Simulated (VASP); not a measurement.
Given:

```xyz
3
Lattice="2.2056 -3.8202 0.0000 2.2056 3.8202 0.0000 0.0000 0.0000 6.0914" Properties=species:S:1:pos:R:3 pbc="T T T"
Te     2.8274    -2.7431     4.0609
Te     3.1675     0.0000     0.0000
Te     2.8274     2.7431     2.0305
```

All values below come from PBE GGA with D3 dispersion (Becke-Johnson damping), VASP's PBE PAW potentials (set 64) (plane waves; VASP). Run with 520 eV cut-off, 6×6×4 Γ-centred mesh, Gaussian smearing of 0.050 eV, potentials Te.

Q: The ions and cell shape at fixed volume are relaxed. Give the cell that the relaxation ends in.

A: 
```xyz
3
Lattice="2.2297 -3.8620 0.0000 2.2297 3.8620 0.0000 0.0000 0.0000 5.9601" Properties=species:S:1:pos:R:3 pbc="T T T"
Te     2.8384    -2.8078     3.9734
Te     3.2422     0.0000     0.0000
Te     2.8384     2.8078     1.9867
```
Space group P3_121 (152), at a tolerance of 0.03 Å.

Q: How much energy does the relaxation gain?

A: The energy (σ→0) changes by -6.7 meV/atom, in 7 ionic steps.

```
step  E(σ→0) (eV)  max force (eV/Å)  pressure (GPa)  volume (Å³)
----  -----------  ----------------  --------------  -----------
1        -10.6811             0.193           -2.75       102.65
2        -10.6903             0.153           -2.46       102.65
3        -10.7005             0.053           -1.79       102.65
4        -10.7009             0.027           -1.62       102.65
5        -10.7009             0.031           -1.64       102.65
6        -10.7012             0.019           -1.62       102.65
7        -10.7014             0.003           -1.58       102.65
```

The compound is Te in the trig structure. This cell is one point of a volume scan, at 1.06 of the reference volume. Symmetry was kept, so distortions that lower it aren't found.
